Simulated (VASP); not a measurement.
Input:

```
CELL_PARAMETERS angstrom
      5.93002     0.00000     0.00000
      0.00000     5.93002     0.00000
      0.00000     0.00000     5.93002
ATOMIC_POSITIONS crystal
  Cs 0.00000 0.00000 0.00000
  Pb 0.50000 0.50000 0.50000
  Br 0.50000 0.00000 0.50000
  Br 0.00000 0.50000 0.50000
  Br 0.50000 0.50000 0.00000
```

Computed with PBE GGA with D3 dispersion (Becke-Johnson damping), VASP's PBE PAW potentials (set 64) (plane waves; VASP 6.6.1). Numerical set-up: 520 eV cut-off, Gaussian smearing of 0.050 eV, potentials Cs_sv Pb_d Br.

Unless said otherwise, spin-orbit coupling is left out, though it shifts the bands of the heavy elements here.

### Question
Estimate the band gap (along the path) with the smallest direct gap where there is one.

### Answer

```
Quantity                                Value
------------------------------------  -------
band gap (along the path)             1.65 eV
smallest direct gap (along the path)  1.65 eV
```

Only differences to runs with the same potentials and settings are physical.

The compound is CsPbBr3 in the cubic perovskite structure, the ideal cubic form; the compound distorts at low or room temperature. It was relaxed first.
